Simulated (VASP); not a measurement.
Input:

```yaml
crystal:
  lattice:
    - [0.00000, 2.00578, 2.00578]
    - [2.00578, 0.00000, 2.00578]
    - [2.00578, 2.00578, 0.00000]
  atoms:
    - { symbol: Al, position: [0.00000, 0.00000, 0.00000] }
```

The numbers are results of PBEsol GGA, VASP's PBE PAW potentials (set 64) (plane waves; VASP), not measurements. Numerical set-up: 400 eV cut-off, Gaussian smearing of 0.050 eV, potentials Al.

**Question.** Give the energies of bands 1 to 4 at the high-symmetry points, in eV from the Fermi level.

**Answer.** 
```
band       Γ      X      U      L      W
----  ------  -----  -----  -----  -----
1     -11.31  -3.00  -1.95  -4.71  -0.90
2      12.69  -1.64  -1.44  -4.44  -0.90
3      12.69   5.23  -0.39  11.51   0.09
4      12.69   5.66   6.64  11.51   1.20
```

It has no gap at this level: it comes out as a metal or semimetal.

The compound is Al in the fcc structure. It was relaxed first.
